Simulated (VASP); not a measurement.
VASP ran on this input.

INCAR:
```
SYSTEM=CdTe
PREC=Accurate; ENCUT=480; LREAL=.False.
LASPH=.True.
EDIFF=1E-6; NELM=100; ALGO=Normal
LMAXMIX=4
ISMEAR=0; SIGMA=0.05
GGA=PE
IBRION=2; NSW=60; ISIF=3
EDIFFG=-0.01
LWAVE=.False.; LCHARG=.False.
```

**KPOINTS**
```
Automatic mesh
0
Gamma
6 6 6
0 0 0
```

### POSCAR
```
CdTe
1.0
  0.0000000000   3.2821150000   3.2821150000
  3.2821150000   0.0000000000   3.2821150000
  3.2821150000   3.2821150000   0.0000000000
Cd Te
1 1
Cart
  0.0000000000   0.0000000000   0.0000000000
  1.6410575000   1.6410575000   1.6410575000
```

POTCAR, in this order: Cd Te (PBE.64 set). Program: vasp_std.

### Question
Translate this PBE calculation to Ansatz.

### Answer
One equivalent input (not run):
Ansatz 0.2 input:
```yaml
crystal:
  lattice:
    - [0.0000000, 3.2821150, 3.2821150]
    - [3.2821150, 0.0000000, 3.2821150]
    - [3.2821150, 3.2821150, 0.0000000]
  atoms:
    - { symbol: Cd, position: [0.0000000, 0.0000000, 0.0000000] }
    - { symbol: Te, position: [0.2500000, 0.2500000, 0.2500000] }
kpoints:
  mp_grid: { grid: [6, 6, 6] }
hamiltonian:
  xc: pbe
  pseudopotentials: { kind: paw }
scf:
  occupations: { method: gaussian, width: 0.05 }
  max_iter: 100
relax:
  max_steps: 60
  f_tol: 0.01
  cell: {}
output: { forces: true, stress: true, eigenvalues: true }
```
What does not carry over: each code has its own PAW files, so the cut-off isn't converted (ENCUT is set for VASP's; basis.ecutwfc is left out, and Ansatz then takes the one that its files recommend); Ansatz stops its SCF on the density residual and VASP on the energy change (EDIFF).

The structure comes from a computed database's CdTe entry (F-43m); how it stands against other phases isn't given here. This run relaxes it. Symmetry was kept, so distortions that lower it aren't found.
